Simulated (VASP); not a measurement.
VASP runs on Er2Te3 (a trial cell in the A-La2O3 structure, space group P-3m1) share one base input (PBE GGA, plane waves, VASP's PBE PAW potentials (set 64)) and change the settings named in each case.

**KPOINTS**
```
Automatic mesh
0
Gamma
5 5 3
0 0 0
```

### INCAR
```
ALGO = Normal
EDIFF = 1E-6
ENCUT = 400
GGA = PE
ISIF = 2
ISMEAR = 0
LASPH = .TRUE.
LCHARG = .FALSE.
LMAXMIX = 6
LREAL = .FALSE.
LWAVE = .FALSE.
NELM = 100
PREC = Accurate
SIGMA = 0.05
SYSTEM = Er2Te3
```

**POSCAR**
```
Er2Te3
4.8691550
  1.0000000000   0.0000000000   0.0000000000
 -0.5000001027   0.8660254192   0.0000000000
  0.0000000000   0.0000000000   1.5581514657
Er Te
2 3
Direct
  0.3333330000   0.6666670000   0.2467000000
  0.6666670000   0.3333330000   0.7533000000
  0.0000000000   0.0000000000   0.0000000000
  0.3333330000   0.6666670000   0.6470000000
  0.6666670000   0.3333330000   0.3530000000
```

POTCAR, in this order: Er_3 Te (PBE.64 set). Program: vasp_std.

```
change                      E(σ→0) (eV/atom)  largest force (eV/Å)  −TS (eV)
--------------------------  ----------------  --------------------  --------
base run                             -4.8079                 0.720    0.0000
ISMEAR = -1, SIGMA = 0.2             -4.8043                 0.751   -0.0713
ISMEAR = 1, SIGMA = 0.1              -4.8079                 0.720    0.0001
ISMEAR = -1, SIGMA = 0.1             -4.8077                 0.724   -0.0044
SIGMA = 0.01                         -4.8079                 0.720    0.0000
ISMEAR = -1, SIGMA = 0.3             -4.7930                 0.797   -0.3206
ISMEAR = -5, SIGMA removed           -4.8079                 0.720    0.0000
ISMEAR = -4, SIGMA removed           -4.8079                 0.720    0.0000
```
 The 4f electrons are frozen in the core of the lanthanide potential, so 4f levels, which can set the real gap, and their magnetism are missing. Unless said otherwise, spin-orbit coupling is left out, though it shifts the bands of the heavy elements here.

Left out are runs that ran out of time, are held back, or changed the cell or the kind of run, fixed moments of cells without a moment, rows past the twelfth, gaps on odd meshes, pressures of charged cells and columns that move by less than the noise.

The structure was generated: Er2Te3 was put into the A-La2O3 type (P-3m1), which need not be its known phase. The cell was not relaxed at this level, forces remain on its atoms.
